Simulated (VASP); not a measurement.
# YB6: structure and properties in VASP, part 2 of 2

What structure does YB6 take at this level, and what are its properties? The start is a cell from a database of measured crystal structures.

VASP 6.6.1; LDA; plane waves and PAW (Y_sv, B).

Still holding for the runs below: This run has no spin polarisation. Its electron count is odd, so without a moment it is a metal by construction.

So far. Step 7 (Zone-centre phonons (LDA)): The three acoustic modes lie within 0.2 cm⁻¹ of zero, and all others are real. By the characters of their eigenvectors the optical modes sort into (cm⁻¹) Raman active: T2g 739, Eg 1231, A1g 1391; infrared active: T1u 113, T1u 900; silent: T2u 532, T1g 557. With a centre of inversion no mode is active in both. Step 8 (Volume scan with LDA, volume scale 0.94): The pressure here is 13.04 GPa.

The database entry behind the starting cell differs from later determinations by our own check (about 0.3 % long, ideal inner coordinate), so it need not match the best structure at ambient conditions.

### 9. Volume scan with LDA, volume scale 0.96

The input, INCAR:

```
SYSTEM = YB6
PREC = Accurate
ENCUT = 420
EDIFF = 1E-06
NELM = 100
ISMEAR = 0
SIGMA = 0.05
LREAL = .FALSE.
ALGO = Normal
GGA = CA
NBANDS = 21
LASPH = .TRUE.
LORBIT = 11
LWAVE = .FALSE.
LCHARG = .FALSE.
KPAR = 4
ISIF = 2
```

The input, POSCAR:

```
YB6
1.0
    3.9883890668      0.0000000000      0.0000000000
    0.0000000000      3.9883890668      0.0000000000
    0.0000000000      0.0000000000      3.9883890668
Y B
1 6
Direct
    0.0000000000      0.0000000000      0.0000000000
    0.1990281892      0.5000000000      0.5000000000
    0.5000000000      0.1990281892      0.5000000000
    0.8009718108      0.5000000000      0.5000000000
    0.5000000000      0.8009718108      0.5000000000
    0.5000000000      0.5000000000      0.1990281892
    0.5000000000      0.5000000000      0.8009718108
```

The input, KPOINTS:

```
Automatic mesh
0
Gamma
6 6 6
0 0 0
```

PAW data sets: Y_sv and B (LDA family, release 64).

Started as:

```console
> mpirun -np 4 vasp_std
```

Run time: 4.8 s. Hardware: 4 MPI ranks of Intel Xeon 6975P-C (Granite Rapids), shared host; peak memory 0.58 GiB; 16 s of CPU time.

This step gave:

```yaml
free_energy_toten: -54.5451 eV
energy_at_zero_smearing: -54.5444 eV
fermi_energy: 7.167 eV
pressure: 8.289 GPa
```

Force by atom:

| atom | x (eV/Å) | y (eV/Å) | z (eV/Å) | size |
| --- | --- | --- | --- | --- |
| Y1 | 0.000 | 0.000 | 0.000 | 0.000 |
| B2 | -0.170 | 0.000 | 0.000 | 0.170 |
| B3 | 0.000 | -0.170 | 0.000 | 0.170 |
| B4 | 0.170 | 0.000 | 0.000 | 0.170 |
| B5 | 0.000 | 0.170 | 0.000 | 0.170 |
| B6 | 0.000 | 0.000 | -0.170 | 0.170 |
| B7 | 0.000 | 0.000 | 0.170 | 0.170 |

The pressure falls from 13.04 to 8.29 GPa.

The run ends at a pressure of 8.29 GPa, with forces up to 0.17 eV/Å.

### 10. Volume scan with LDA, volume scale 0.98

INCAR is that of step 9.

POSCAR, as its differences from that of step 9:

```diff
@@ -2,5 +2,5 @@
 1.0
-    3.9883890668      0.0000000000      0.0000000000
-    0.0000000000      3.9883890668      0.0000000000
-    0.0000000000      0.0000000000      3.9883890668
+    4.0158960675      0.0000000000      0.0000000000
+    0.0000000000      4.0158960675      0.0000000000
+    0.0000000000      0.0000000000      4.0158960675
 Y B
```

KPOINTS is that of step 9.

Started as:

```console
> mpirun -np 4 vasp_std
```

Elapsed: 4.6 s, on 4 MPI ranks; peak memory 0.57 GiB; 16 s of CPU time.

The pressure falls from 8.29 to 3.97 GPa.

The run ends at a pressure of 3.97 GPa, with forces up to 0.084 eV/Å.

### 11. Volume scan with LDA, volume scale 1

INCAR is that of step 10.

POSCAR, as its differences from that of step 10:

```diff
@@ -2,5 +2,5 @@
 1.0
-    4.0158960675      0.0000000000      0.0000000000
-    0.0000000000      4.0158960675      0.0000000000
-    0.0000000000      0.0000000000      4.0158960675
+    4.0430313235      0.0000000000      0.0000000000
+    0.0000000000      4.0430313235      0.0000000000
+    0.0000000000      0.0000000000      4.0430313235
 Y B
```

KPOINTS is that of step 10.

Started as:

```console
> mpirun -np 4 vasp_std
```

Wall time 6.2 s (4 MPI ranks); peak memory 0.58 GiB.

The pressure falls from 3.97 to 0.00 GPa.

The run ends at a pressure of 0.00 GPa, with forces up to 5.2e-4 eV/Å.

### 12. Volume scan with LDA, volume scale 1.02

INCAR is that of step 11.

POSCAR, as its differences from that of step 11:

```diff
@@ -2,5 +2,5 @@
 1.0
-    4.0430313235      0.0000000000      0.0000000000
-    0.0000000000      4.0430313235      0.0000000000
-    0.0000000000      0.0000000000      4.0430313235
+    4.0698071457      0.0000000000      0.0000000000
+    0.0000000000      4.0698071457      0.0000000000
+    0.0000000000      0.0000000000      4.0698071457
 Y B
```

KPOINTS is that of step 11.

Started as:

```console
> mpirun -np 4 vasp_std
```

Run time: 5.6 s. Hardware: 4 MPI ranks; peak memory 0.56 GiB; 20 s of CPU time.

The pressure falls from 0.00 to -3.59 GPa.

The run ends at a pressure of -3.59 GPa, with forces up to 0.073 eV/Å.

### 13. Volume scan with LDA, volume scale 1.04

INCAR is that of step 12.

POSCAR, as its differences from that of step 12:

```diff
@@ -2,5 +2,5 @@
 1.0
-    4.0698071457      0.0000000000      0.0000000000
-    0.0000000000      4.0698071457      0.0000000000
-    0.0000000000      0.0000000000      4.0698071457
+    4.0962352053      0.0000000000      0.0000000000
+    0.0000000000      4.0962352053      0.0000000000
+    0.0000000000      0.0000000000      4.0962352053
 Y B
```

KPOINTS is that of step 12.

Started as:

```console
> mpirun -np 4 vasp_std
```

It took 4.6 s on 4 MPI ranks; peak memory 0.55 GiB; 16 s of CPU time.

The pressure falls from -3.59 to -6.89 GPa.

The run ends at a pressure of -6.89 GPa, with forces up to 0.15 eV/Å.

### 14. Volume scan with LDA, volume scale 1.06

A prediction first. A parabola through the 6 pressures of evenly scaled cells so far, P = 0.00 -189.1 t +347 t² GPa with t = ln(V/V₁) and V₁ the volume at scale 1, gives -9.84 GPa at t = +0.0583.

INCAR is that of step 13.

POSCAR, as its differences from that of step 13:

```diff
@@ -2,5 +2,5 @@
 1.0
-    4.0962352053      0.0000000000      0.0000000000
-    0.0000000000      4.0962352053      0.0000000000
-    0.0000000000      0.0000000000      4.0962352053
+    4.1223265789      0.0000000000      0.0000000000
+    0.0000000000      4.1223265789      0.0000000000
+    0.0000000000      0.0000000000      4.1223265789
 Y B
```

KPOINTS is that of step 13.

Started as:

```console
> mpirun -np 4 vasp_std
```

The job ended after 5.4 s (4 MPI ranks; peak memory 0.57 GiB; 19 s of CPU time).

The pressure falls from -6.89 to -9.89 GPa. The parabola predicted -9.84 GPa, +0.06 GPa off.

### 15. The series together

Times are for 4 MPI ranks of Intel Xeon 6975P-C (Granite Rapids), shared host. Results by setting:

| no. | volume scale | energy above the lowest point (meV/atom) | pressure (GPa) | time | memory (GiB) |
| --- | --- | --- | --- | --- | --- |
| 1 | 0.94 | 22.15 | 13.04 | 5.6 s | 0.57 |
| 2 | 0.96 | 9.58 | 8.289 | 4.8 s | 0.58 |
| 3 | 0.98 | 2.35 | 3.965 | 4.6 s | 0.57 |
| 4 | 1 | 0 | -2.83e-4 | 6.2 s | 0.58 |
| 5 | 1.02 | 2.11 | -3.591 | 5.6 s | 0.56 |
| 6 | 1.04 | 8.27 | -6.888 | 4.6 s | 0.55 |
| 7 | 1.06 | 18.14 | -9.895 | 5.4 s | 0.57 |

### 16. Fit for LDA

This step: Birch-Murnaghan fit, LDA; plane waves and PAW (VASP 6.6.1).

Derived from the runs above.

This step gave:

```yaml
pressure_derivative_of_the_bulk_modulus: 3.558
r_m_s_error_of_the_fit: 2.18e-6 eV/atom
minimum_inside_the_sampled_range: yes
bulk_modulus: 188.5 GPa
equilibrium_volume_of_the_fit: 9.444 Å³/atom
```

Table of energy above the fitted minimum by volume:

| volume (Å³/atom) | energy above the fitted minimum (eV/atom) |
| --- | --- |
| 8.875 | 0.0221 |
| 9.063 | 0.00958 |
| 9.252 | 0.00235 |
| 9.441 | -3.6e-6 |
| 9.630 | 0.00210 |
| 9.819 | 0.00826 |
| 10.008 | 0.0181 |

The fitted volume lies +0.03 % from the relaxed one. The atoms bear forces along the scan, since they were held; freeing them would lower the modulus.

### 17. What came out

```yaml
relaxed_volume: 9.441 Å³/atom
relaxed_conventional_cell_a_b_c: 4.043, 4.043, 4.043 Å
space_group_after_relaxing_within_0p02_a: Pm-3m (No. 221)
band_gap: none, a metal
dos_at_the_fermi_level: 0.829 states/eV/cell
highest_zone_centre_mode: 1391 cm⁻¹
bulk_modulus_from_the_fit: 188 GPa
volume_from_the_fit: 9.44 Å³/atom
```

What this shows: With LDA, YB6 relaxes to 9.441 Å³/atom in space group Pm-3m (held by the symmetry of the run), comes out as a metal and has a bulk modulus of 188 GPa at fixed shape and positions, an upper bound. Against the listed cell the volume lies -5.0 %. Band structure (LDA): Of the bands kept, 1 crosses the Fermi level on this path. Zone-centre phonons (LDA): The highest mode in this list at Γ, 1390.6 cm⁻¹, is mostly motion of B (100 % of the kinetic energy). Spin-orbit coupling is left out; it would split some degenerate bands. With an odd electron count and no spin the cell is a metal by construction. Modes at Γ alone can't show that the crystal is stable at other wave vectors. No search among competing phases was made, and a listed structure need not be the one stable at ambient conditions. All values are for a static lattice at zero temperature.

[Lines on the potential files, build, host, timing and source positions are cut from VASP's logs without a mark.]

[Logs are printed without paths, hosts, clocks, repeated set-up lines and the standing remarks that a program may print on its own settings, such as how far it seeks lower states.]

[Hosts, paths, dates, database ids (printed as entryN), source tags and the programs' standing remarks are cut or masked in the printed files.]

[A measured line is paired with the nearest computed mode of its activity, which favours agreement.]
